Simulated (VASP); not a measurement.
Level of theory: PBE GGA, VASP's PBE PAW potentials (set 64) (plane waves; VASP).

VASP ran on this input.

POSCAR:
```
SnSe2
1
    3.8124630000     0.0000000000     0.0000000000
   -1.9062310000     3.3016900000     0.0000000000
    0.0000000000     0.0000000000    17.0997360000
Sn Se
1 2
Direct
 -0.0008990000  -0.0131230000   0.5014120000
  0.3357190000   0.6753390000   0.5857960000
  0.6651800000   0.3377840000   0.4127920000
```

File KPOINTS:
```
Regular mesh
0
Gamma
4 4 1
```

INCAR:
```
SYSTEM = SnSe2
PREC = Accurate
ENCUT = 300
EDIFF = 1E-6
NELM = 100
ALGO = Normal
LREAL = .FALSE.
LASPH = .TRUE.
ISMEAR = 0
SIGMA = 0.1
GGA = PE
LMAXMIX = 4
LWAVE = .FALSE.
LCHARG = .FALSE.
ISIF = 2
```

POTCAR, in this order: Sn_d Se (PBE.64 set). Program: vasp_std.

Q: What will the output report for the number of irreducible k-points (NKPTS), largest plane-wave count, number of space-group operations, FFT grid (NGX, NGY, NGZ)?

A: 
- number of irreducible k-points (NKPTS): 10
- largest plane-wave count: 2581
- number of space-group operations: 1
- FFT grid (NGX, NGY, NGZ): 24 × 24 × 98

The cell is a sheet with vacuum, built from a generated structure.
